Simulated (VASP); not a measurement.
Consider the following.

```
BN
1.0
    0.00000     1.79441     1.79441
    1.79441     0.00000     1.79441
    1.79441     1.79441     0.00000
B N
1 1
Direct
  0.00000   0.00000   0.00000
  0.25000   0.25000   0.25000
```

Level of theory: PBE GGA, VASP's PBE PAW potentials (set 64) (plane waves; VASP 6.6.1). Run with 520 eV cut-off, 12×12×12 Γ-centred mesh, Gaussian smearing of 0.050 eV, potentials B N.

**Question.** Predict the energy per atom (σ→0), pressure, band gap (on the k-mesh) with the smallest direct gap where there is one.

**Answer.** 
band gap (on the k-mesh): 4.48 eV
smallest direct gap (on the k-mesh): 8.92 eV
energy per atom (σ→0): -8.719 eV/atom
pressure: 12.04 GPa

The absolute energy has meaning only against runs of the same code, potentials and settings.

The compound is BN in the zinc blende structure. This cell is one point of a volume scan, at 0.97 of the reference volume.
